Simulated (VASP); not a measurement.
```
As
1.0
    3.01586    -1.74365    -0.12274
    3.01586     1.74365    -0.12274
    2.12514     0.00000     2.76301
As
2
Direct
  0.24989   0.24989   0.24989
  0.75011   0.75011   0.75011
```

Computed with r2SCAN meta-GGA, VASP's PBE PAW potentials (set 64) (plane waves; VASP). Run with 500 eV cut-off, 13×13×13 Γ-centred mesh, first-order Methfessel-Paxton smearing of 0.10 eV, potentials As.

### Question
Estimate the energy per atom (σ→0), pressure, band gap (on the k-mesh) with the smallest direct gap where there is one.

### Answer

* **band gap (on the k-mesh)**: none (metal, semimetal or under 0.01 eV)
* **energy per atom (σ→0)**: -1353.8 kJ/mol of atoms
* **pressure**: 45.05 GPa

Only differences to runs with the same potentials and settings are physical.

The compound is As in the a7 structure. It was relaxed first under an external pressure of 45 GPa.
